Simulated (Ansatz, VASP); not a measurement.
# Cross-check of VPt between VASP and Ansatz

One calculation is typed for both programs; each brings its own data sets. How far apart do they land? The cell is taken from a series of runs on this material, whose earlier steps may have relaxed, scaled, displaced or heated it; both programs get it as it stands.

Method: plane waves, with VASP 6.6.1 beside it; relaxation of cell and atoms at PBEsol, in Ansatz 0.2.0.

**1. The structure**

Symmetry: P4/mmm, No. 123, tetragonal system. The conventional cell has a = 2.671 Å, b = 2.671 Å, c = 3.861 Å, α = 90.00°, β = 90.00°, γ = 90.00°. Nearest to V lie 4 V at 2.67 Å and 8 Pt at 2.70 Å. Nearest to Pt lie 4 Pt at 2.67 Å and 8 V at 2.70 Å. Farther neighbours are not listed.

Structure file:

```cif
data_structure
_symmetry_space_group_name_H-M 'P4/mmm'
_symmetry_Int_Tables_number 123
_cell_length_a 2.6709
_cell_length_b 2.6709
_cell_length_c 3.8608
_cell_angle_alpha 90.000
_cell_angle_beta 90.000
_cell_angle_gamma 90.000
_cell_volume 27.54
loop_
_atom_site_label
_atom_site_type_symbol
_atom_site_symmetry_multiplicity
_atom_site_Wyckoff_symbol
_atom_site_fract_x
_atom_site_fract_y
_atom_site_fract_z
_atom_site_occupancy
V1 V 1 b 0.00000 0.00000 0.50000 1
Pt1 Pt 1 c 0.50000 0.50000 0.00000 1
```

**2. VASP: relaxation of cell and atoms, PBEsol**

The relaxed volume is the usual yardstick between codes: in a stiff, nearly cubic crystal its relative difference is about their pressure difference at one cell divided by the bulk modulus.

Lines of VASP's logs that name or quote its potential files are left out, and so is its time.

Input file INCAR:

```
SYSTEM = VPt
PREC = Accurate
ENCUT = 500
EDIFF = 1E-07
NELM = 120
ISMEAR = 1
SIGMA = 0.2
LREAL = .FALSE.
ALGO = Normal
GGA = PS
NBANDS = 17
LASPH = .TRUE.
LORBIT = 11
LWAVE = .FALSE.
LCHARG = .FALSE.
ISIF = 3
IBRION = 2
NSW = 80
EDIFFG = -0.005
GGA_COMPAT = .FALSE.
NELMIN = 4
```

Input file POSCAR:

```
VPt
1.0
    2.6709230000      0.0000000000      0.0000000000
    0.0000000000      2.6709230000      0.0000000000
    0.0000000000      0.0000000000      3.8607670000
V Pt
1 1
Direct
    0.4999998128      0.4999998128      0.4999998705
    0.0000000000      0.0000000000      0.0000000000
```

Input file KPOINTS:

```
Automatic mesh
0
Gamma
12 12 8
0 0 0
```

The projector-augmented-wave data sets are V_sv and Pt (PBE family, release 64).

The run is started by

```
mpirun -np 1 vasp_std
```

Numbers of over 12 decimals in the logs are rounded to 6 here.

What it wrote:

```text
[banner, memory and clock lines left out]
running    1 mpi-ranks, on    1 nodes
 distrk:  each k-point on    1 cores,    1 groups
 distr:  one band on    1 cores,    1 groups

 POSCAR found type information on POSCAR V Pt
 POSCAR found :  2 types and       2 ions
|                                                                             |
|               ----> ADVICE to this user running VASP <----                  |
|                                                                             |
|     You enforced a specific xc type in the INCAR file but a different       |
|     [... a line on the potential file left out ...]
|     I HOPE YOU KNOW WHAT YOU ARE DOING!                                     |
|                                                                             |

 LDA part: xc-table for (Slater+PW92), standard interpolation
 POSCAR, INCAR and KPOINTS ok, starting setup
 FFT: planning ... GRIDC
 FFT: planning ... GRID_SOFT
 FFT: planning ... GRID
 WAVECAR not read
 entering main loop
       N       E                     dE             d eps       ncg     rms          rms(c)
DAV:   1     0.205046477228E+03    0.20505E+03   -0.13201E+04  4888   0.138E+03
DAV:   2    -0.148439648855E+02   -0.21989E+03   -0.21565E+03  5183   0.398E+02
DAV:   3    -0.200101194653E+02   -0.51662E+01   -0.51040E+01  5143   0.687E+01
DAV:   4    -0.200560944070E+02   -0.45975E-01   -0.45945E-01  5082   0.652E+00
DAV:   5    -0.200567354329E+02   -0.64103E-03   -0.64101E-03  5112   0.816E-01    0.223E+01
DAV:   6    -0.181003605610E+02    0.19564E+01   -0.95168E+00  4895   0.313E+01    0.541E+00
DAV:   7    -0.181671907031E+02   -0.66830E-01   -0.59322E+00  5235   0.194E+01    0.672E+00
DAV:   8    -0.177820640283E+02    0.38513E+00   -0.15771E+00  5126   0.108E+01    0.115E+00
DAV:   9    -0.177699660926E+02    0.12098E-01   -0.21604E-02  4903   0.129E+00    0.401E-01
DAV:  10    -0.177682347117E+02    0.17314E-02   -0.31467E-03  4916   0.651E-01    0.788E-02
DAV:  11    -0.177682403114E+02   -0.55997E-05   -0.75639E-05  4968   0.827E-02    0.251E-02
DAV:  12    -0.177682383951E+02    0.19163E-05   -0.14766E-05  5014   0.288E-02    0.566E-03
DAV:  13    -0.177682378936E+02    0.50142E-06   -0.76078E-07  5022   0.895E-03    0.117E-03
DAV:  14    -0.177682378950E+02   -0.13306E-08   -0.19048E-08  2464   0.150E-03
   1 F= -.17768238E+02 E0= -.17768612E+02  d E =-.177682E+02
[...]
2 F= -.17768160E+02 E0= -.17768504E+02  d E =0.774552E-04
[...]
3 F= -.17768258E+02 E0= -.17768623E+02  d E =-.202008E-04
 curvature:  -0.15 expect dE=-0.533E-06 dE for cont linesearch -0.286E-07
 ZBRENT: interpolating
 opt :   0.3004  next Energy=   -17.768258 (dE=-0.202E-04)
 bond charge predicted
       N       E                     dE             d eps       ncg     rms          rms(c)
DAV:   1    -0.177682584506E+02   -0.43807E-06   -0.75492E-06  4845   0.338E-02    0.583E-03
DAV:   2    -0.177682581534E+02    0.29727E-06   -0.20295E-06  4844   0.143E-02    0.184E-03
DAV:   3    -0.177682581366E+02    0.16766E-07   -0.80163E-07  4409   0.698E-03    0.161E-03
DAV:   4    -0.177682580932E+02    0.43444E-07   -0.15451E-07  2399   0.363E-03
   4 F= -.17768258E+02 E0= -.17768623E+02  d E =-.201982E-04
 curvature:  -0.15 expect dE=-0.405E-06 dE for cont linesearch -0.157E-07
 trial: gam=-0.00744 g(F)=  0.127E-45 g(S)=  0.270E-05 ort = 0.364E-05 (trialstep = 0.860E+00)
 search vector abs. value=  0.265E-05
 reached required accuracy - stopping structural energy minimisation
```

Parts of OUTCAR (step 2):

```text
ion  position               nearest neighbor table
   1  0.500  0.500  0.500-   2 2.70   2 2.70   2 2.70   2 2.70   2 2.70   2 2.70   2 2.70   2 2.70

  LATTYP: Found a simple tetragonal cell.
 ALAT       =     2.6709230000
 C/A-ratio  =     1.4454804575

 Subroutine GETGRP returns: Found 16 space group operations
 (whereof 16 operations were pure point group operations)

The static configuration has the point symmetry D_4h.

 Found    140 irreducible k-points:

   k-points           NKPTS =    140   k-points in BZ     NKDIM =    140   number of bands    NBANDS=     17

   dimension x,y,z NGX =    20 NGY =   20 NGZ =   28
   dimension x,y,z NGXF=    40 NGYF=   40 NGZF=   56

   ENCUT  =  500.0 eV  36.75 Ry    6.06 a.u.   4.87  4.87  7.04*2*pi/ulx,y,z

   NELECT =      23.0000    total number of electrons

 k-points in reciprocal lattice and weights: Automatic mesh
   0.00000000  0.00000000  0.00000000       0.001
   0.08333333  0.00000000  0.00000000       0.003
   0.16666667  0.00000000  0.00000000       0.003
   0.25000000  0.00000000  0.00000000       0.003
   0.33333333  0.00000000  0.00000000       0.003
   0.41666667  0.00000000  0.00000000       0.003
   0.50000000  0.00000000  0.00000000       0.002
   0.08333333  0.08333333  0.00000000       0.003
   0.16666667  0.08333333  0.00000000       0.007
[...]
0.50000000  0.41666667  0.50000000       0.003
   0.50000000  0.50000000  0.50000000       0.001

 average (electrostatic) potential at core
       1 -68.9239       2 -63.1659

 E-fermi :  11.4760

 k-point     1 :       0.0000    0.0000    0.0000
  band No.  band energies     occupation
    ...
      7       4.8933      2.00000
      8       8.4753      2.00000
      9       8.4753      2.00000
     10      10.2459      2.00000
     11      10.2968      2.00000
     12      11.6384      0.01391
     13      13.4453     -0.00000
     14      13.7704     -0.00000
     15      13.7704     -0.00000
     16      13.8483     -0.00000
    ...

 k-point     2 :       0.0833    0.0000    0.0000
  band No.  band energies     occupation
    ...
      7       5.0262      2.00000
      8       8.2764      2.00000
      9       8.5264      2.00000
     10      10.0965      2.00000
     11      10.3742      2.00000
     12      11.6613     -0.03143
     13      12.3794     -0.00000
     14      13.7057     -0.00000
     15      13.7195     -0.00000
     16      15.0837     -0.00000
    ...

 k-point     3 :       0.1667    0.0000    0.0000
  band No.  band energies     occupation
    ...
      8       7.7695      2.00000
      9       8.6723      2.00000
     10       9.7077      2.00000
     11      10.5245      2.00000
     12      11.4195      1.45794
     13      11.7884     -0.04968
     14      13.3504     -0.00000
     15      13.5737     -0.00000
     16      16.7402      0.00000
     17      21.0642      0.00000

  Total       -0.0037192     -0.0037192      0.0091713      0.0000000      0.0000000      0.0000000
  in kB       -0.2165408     -0.2165408      0.5339762      0.0000000      0.0000000      0.0000000
  external PRESSURE =       0.0336315 kB  Pullay stress =       0.0000000 kB

  energy-cutoff  :      500.00
  volume of cell :       27.52
      direct lattice vectors                 reciprocal lattice vectors
     2.669982496  0.000000000 -0.000000000     0.374534291  0.000000000 -0.000000000
     0.000000000  2.669982496  0.000000000    -0.000000000  0.374534291 -0.000000000
     0.000000000  0.000000000  3.860124520     0.000000000  0.000000000  0.259059001

 POSITION                                       TOTAL-FORCE (eV/Angst)
 -----------------------------------------------------------------------------------
      1.33499      1.33499      1.93006         0.000000      0.000000      0.000000
      0.00000      0.00000      0.00000        -0.000000     -0.000000      0.000000
 -----------------------------------------------------------------------------------
    total drift:                                0.000847      0.000847      0.000908

  FREE ENERGIE OF THE ION-ELECTRON SYSTEM (eV)
  ---------------------------------------------------
  free  energy   TOTEN  =       -17.7682580932 eV

  energy  without entropy=      -17.7693533753  energy(sigma->0) =      -17.76862319

 reached required accuracy - stopping structural energy minimisation

 total charge
# of ion       s       p       d       tot
------------------------------------------
    1        2.293   6.222   3.035  11.550
    2        0.776   0.824   7.989   9.589
--------------------------------------------------
tot          3.069   7.046  11.024  21.139

[... 3 further parts left out ...]
```

CONTCAR:

```
VPt
   1.00000000000000
     2.6699824962716217    0.0000000000000000   -0.0000000000000000
     0.0000000000000000    2.6699824962716217    0.0000000000000000
     0.0000000000000000    0.0000000000000000    3.8601245197921443
  V               Pt
     1     1
Direct
     0.4999998127999987    0.4999998127999987    0.4999998704999982
     0.0000000000000000    0.0000000000000000    0.0000000000000000
```

This run has no spin polarisation, so a moment on V, if there is one, isn't seen. Its electron count is odd, so without a moment it is a metal by construction.

**3. Ansatz: relaxation of cell and atoms, PBEsol**

Ansatz runs on its default PAW (the set named soft_2) files.

The same cell, functional, mesh and smearing now go to Ansatz, which takes its cutoff from its data sets.

Input file input.yaml:

```yaml
crystal:
  lattice:
    - [2.6709225696, 0.0, 0.0]
    - [0.0, 2.6709225696, 0.0]
    - [0.0, 0.0, 3.8607668559]
  atoms:
    - { symbol: V, position: [0.5, 0.5, 0.5] }
    - { symbol: Pt, position: [0.0, 0.0, 0.0] }
kpoints:
  mp_grid: { grid: [12, 12, 8] }
hamiltonian:
  xc: pbesol
scf:
  occupations: { method: methfessel_paxton, width: 0.2 }
output:
  forces: true
  stress: true
  eigenvalues: true
relax:
  adjacent_minimum: "off"
  f_tol: 0.001
  max_steps: 60
  cell: { stress_tol: 0.01 }
```

The run is started by

```
ansatz run input.yaml --threads 4 --pin off --max-ram 8192MiB --backend cpu --events-out ev --progress --plain --runs-dir out
```

What it wrote:

```text
Engine: ansatz 0.2.0, aarch64-unknown-linux-gnu
Pseudopotentials: kind: paw
Pseudopotential: V, paw, valence charge 13, recommended cutoff 420 eV (normal), V.paw.azcp
Pseudopotential: Pt, paw, valence charge 18, recommended cutoff 420 eV (normal), Pt.paw.azcp
Functional definition: PBEsol
  exchange = pbesol_x
  correlation = pbesol_c
Crystal: 2 atoms, lattice volume = 27.542 Å³
Basis set: ecut = 420 eV, 529 PW (Γ), exchange–correlation on 36×36×54 points (8 copies of the dense FFT grid, shifted against one another)
Bands: 20, of which v1, the nominal top of the filled ones, is band 16 counted from 1 (15 counted from 0)
Symmetry: 16 space group operations
Space group: P4/mmm (ITA 123), of the structure as read, at distance tolerance 3.0e-5 Å
k-points: 140 of 1152
Non-local potential: V, projectors of the file, l = 0: 3, l = 1: 2, l = 2: 3, l = 3: 1
Non-local potential: Pt, projectors of the file, l = 0: 3, l = 1: 2, l = 2: 2, l = 3: 1
PAW form: soft (Blöchl's): semilocal exchange-correlation on the pseudo side does not see the compensation charge
PAW frozen core: V, regenerated for the run's functional, and the local potential with it (the file was generated under x = pbe(κ = 0.804, μ = 0.219515), c = pbe(β = 0.066725))
PAW frozen core: Pt, regenerated for the run's functional, and the local potential with it (the file was generated under x = pbe(κ = 0.804, μ = 0.219515), c = pbe(β = 0.066725))
PAW one-centre angular grid: V, 590 points (default); XC on 64 Gauss nodes
PAW one-centre angular grid: Pt, 590 points (default); XC on 64 Gauss nodes
Initial density: superposition of atomic densities (neutral atoms: chi_scale 0, normalization atom), corrected by the library's trained network
Initial wavefunctions: pseudopotential atomic-orbital guess
Functional: x = pbesol(κ = 0.804, μ = 0.123457), c = pbesol(β = 0.046)
SCF iter   1: F=—  HF=-15270.283154 eV  |F-HF|=—  |Δ(HF+E_count)|=         —  Δρ=1.20e-2  dr2=3.61e-2  ethr=1.77e-3  ⟨swp⟩=4.2  Hψ=10344  notcnv=0
preconditioner: auto → none  [metal: Δε(μ)=0.042 eV  Ē_g=6.094 eV  σ=0.200 eV  W_gap=0.18  n_scr=6 (ndim 8)  ℏωp=27.4 eV  f_vac=0.000  D(μ)=1.36/eV (n_scr^D=14)  sad-step TF]
SCF iter   2: F=—  HF=-15270.279776 eV  |F-HF|=—  |Δ(HF+E_count)|=   3.38e-3  S|Δr|=    0.00e0  Δρ=6.90e-3  dr2=1.46e-2  ethr=1.16e-4  ⟨swp⟩=1.0  Hψ=3920  notcnv=0
SCF iter   3: F=—  HF=-15270.277556 eV  |F-HF|=—  |Δ(HF+E_count)|=   2.22e-3  S|Δr|=    0.00e0  Δρ=8.60e-4  dr2=1.79e-4  ethr=4.71e-5  ⟨swp⟩=1.9  Hψ=2985  notcnv=0
SCF iter   4: F=—  HF=-15270.277514 eV  |F-HF|=—  |Δ(HF+E_count)|=   4.26e-5  S|Δr|=    0.00e0  Δρ=2.07e-4  dr2=7.27e-6  ethr=5.78e-7  ⟨swp⟩=2.3  Hψ=4660  notcnv=0
SCF iter   5: F=—  HF=-15270.277545 eV  |F-HF|=—  |Δ(HF+E_count)|=   3.17e-5  S|Δr|=    0.00e0  Δρ=4.09e-5  dr2=2.83e-7  ethr=2.34e-8  ⟨swp⟩=2.1  Hψ=4276  notcnv=0
SCF iter   6: F=-15270.277545 eV  HF=-15270.277545 eV  |F-HF|=4.00e-8  |Δ(HF+E_count)|=   9.27e-8  S|Δr|=    0.00e0  Δρ=1.42e-5  dr2=4.99e-8  ethr=3.23e-10  ⟨swp⟩=5.3  Hψ=11121  notcnv=0
SCF 1 converged in 6 iterations: F = -15270.277545 eV  dr2 = 4.99e-8
  greatest PAW one-centre occupation: 1.000 electrons in one spin orbital (limit 2), on the Pt atom at site 1 (counted from 0), in its partial waves of l = 0
relax step   1: F+E_penalty+E_count = -15270.27754523 eV  Δ(F+E_penalty+E_count) = +0.000e0 eV  max|allowed force component| = 3.057e-30 eV/Å  Δτ_max = 0.0000 Å  P = -0.047 GPa  Ω = 27.542 Å³  (6 SCF iters, dr2 threshold 1.00e-7 eV, accepted)
[...]
relax step   2: F+E_penalty+E_count = -15270.27754954 eV  Δ(F+E_penalty+E_count) = -4.304e-6 eV  max|allowed force component| = 1.302e-29 eV/Å  Δτ_max = 0.0000 Å  P = +0.041 GPa  Ω = 27.533 Å³  energy of the carried Pulay correction = +3.944e-6 eV  (4 SCF iters, dr2 threshold 1.04e-8 eV, accepted)
[...]
relax step   3: F+E_penalty+E_count = -15270.27754849 eV  Δ(F+E_penalty+E_count) = +1.049e-6 eV  max|allowed force component| = 9.861e-32 eV/Å  Δτ_max = 0.0000 Å  P = -0.000 GPa  Ω = 27.537 Å³  energy of the carried Pulay correction = +2.096e-6 eV  (4 SCF iters, dr2 threshold 7.41e-9 eV, accepted)
[...]
relax step   4: F+E_penalty+E_count = -15270.27754617 eV  Δ(F+E_penalty+E_count) = +2.315e-6 eV  max|allowed force component| = 0.000e0 eV/Å  Δτ_max = 0.0000 Å  P = -0.000 GPa  Ω = 27.537 Å³  stress off target by 5.14e-4 GPa  SCF on the basis re-selected at this cell (its energy is not comparable with the rows above)  (6 SCF iters)
basis re-selected at this cell: Δ(F+E_penalty+E_count) = +2.315e-6 eV, ΔP = +0.000 GPa vs the last step (what re-selecting the basis moved, of the pressure what is left beyond the Pulay correction that the steps carried, after the strain that the cell walked since its last selection, with what the two solves' SCF thresholds leave and, on support functions, any second-order correction that the steps lacked; it is no measure of the basis error at this ecutwfc). This SCF's stress stands 5.14e-4 GPa from its target on what of the cell is left free (relax.cell.stress_tol is 1.00e-2 GPa) and its largest allowed force component is 0.00e0 eV/Å (relax.f_tol is 1.00e-3 eV/Å): [rest of the remark cut]
SCF converged after 6 iterations
Stability not checked: this state was not tested for a lower state beside it, because cold or Methfessel-Paxton smearing, or corrected tetrahedra, fill the levels in a way that the test cannot read (fill_not_monotonic; see scf.lower_state_search)
Free energy (F): -15270.277546 eV
Harris-Foulkes:  -15270.277546 eV  (|F-HF|=5.46e-12)
Internal energy: -15270.278603 eV  (E = F + TS)
E sigma→0 (E₀):  -15270.277810 eV
Entropy (-TS):   0.001057 eV (0.528 meV/atom)
Fermi energy:    21.421081 eV
--- Per-component energies (eV) ---
  E_band       = -268.003640
  E_kinetic    = 975.360997
  E_local      = -2332.460083  (includes V_loc(G=0)·N_el)
  E_nonlocal   = 155.833234
  E_hartree    = 945.201534
  E_xc         = -391.660083
  E_vxc        = -469.691542  (∫ρ·V_xc dr)
  E_paw        = -10401.787989  (= ΣΔE_a)
  E_vpaw       = -487.449711  (= ΣTr[D̂ρ^β])
  E_aug_tail   = 0.000415  (compensation charges beyond the density's cutoff)
  E_ewald      = -4221.203289
  E_core_change = 0.436660  (= ΣΔE_core)
  E_smearing   = 0.001057  (= −TS)
  E_closure    = -0.000000  (closes the sum)
  Σ components = -15270.277546   (vs F -15270.277546, Δ=0.00e0)
--- Forces (eV/Å), atoms counted from 1 ---
  atom   1  V      0.00000000     0.00000000     0.00000000
  atom   2  Pt     0.00000000     0.00000000     0.00000000
  max |Σ_I F_I| component: 0.00e0 eV/Å
--- Stress (GPa, compression-positive) ---
        0.000245       0.000000       0.000000
        0.000000       0.000245       0.000000
        0.000000       0.000000      -0.000514
  P = ⅓ Tr σ = -0.0000 GPa (-0.000 kbar)
--- Band table (eV; the first three rows and the last of 140) ---
  k-point 0: bands = [... 12 lower, 18.4148, 20.1885, 20.2379, 21.5840, 23.3844, 23.7222, 23.7222, 23.7986]
  k-point 1: bands = [... 12 lower, 18.4782, 20.1499, 20.2038, 21.3336, 22.7525, 23.5216, 23.5216, 23.7736]
  k-point 2: bands = [... 12 lower, 18.6464, 19.9370, 20.2414, 20.3092, 21.8489, 23.0494, 23.0494, 23.7125]
  k-point 139: bands = [... 12 lower, 18.9604, 19.6576, 19.6576, 21.8546, 22.3853, 24.6327, 29.4833, 29.4833]
--- Relaxed structure (3 steps of the walk, 3 accepted, 1 SCFs on fresh bases) ---
  F+E_penalty+E_count = -15270.27754617 eV   max|allowed force component| = 0.000e0 eV/Å   (the final SCF, on the basis selected at the relaxed cell)
  cell:  # Å, volume = 27.5375 Å³
    - [2.670633, 0, 0.0]
    - [0, 2.670633, 0.0]
    - [0.0, 0.0, 3.860962]
  atoms:
    - { symbol: V, position: [0.5, 0.5, 0.500000] }
    - { symbol: Pt, position: [0, 0, 0.0] }
```

**4. Side by side**

Known differences besides the potentials themselves: the data sets hold 31 valence electrons in Ansatz (on its default PAW (the set named soft_2) files) and 23 in VASP; the cutoff is 420 eV in Ansatz and 500 eV in VASP; Ansatz makes its cores anew for this functional, VASP keeps those of its PBE data sets; Ansatz adds a Pulay correction to the stress that steers its cell, VASP none. Total energies have different zeros and are not compared.

Compared:

| quantity | Ansatz | VASP | difference |
| --- | --- | --- | --- |
| volume (Å³) | 27.54 | 27.52 | +0.07 % |
| edge a after relaxation, in the typed setting (Å) | 2.671 | 2.670 | +0.02 % |
| edge c after relaxation, in the typed setting (Å) | 3.861 | 3.860 | +0.02 % |

**5. Summary of results**

```json
{
 "difference in volume (relaxation of cell and atoms, PBEsol)": "0.070 %"
}
```

What this shows: The difference in volume is 0.070 % (relaxation of cell and atoms, PBEsol), within the 1.2 % picked in this series as the mark of a large difference, as far as the stopping tolerances let one tell. The data sets hold unlike numbers of valence electrons (31 in Ansatz and 23 in VASP), so part of the differences comes from the potentials. 1 further run of this series is not shown here. How closely two codes agree says nothing of how well the functional describes the real material.

[Lines on the potential files, build, host, timing and source positions are cut from VASP's logs without a mark.]

[Logs are printed without paths, hosts, clocks, repeated set-up lines and the standing remarks that a program may print on its own settings, such as how far it seeks lower states.]

[Hosts, paths, dates, database ids (printed as entryN), source tags and the programs' standing remarks are cut or masked in the printed files.]
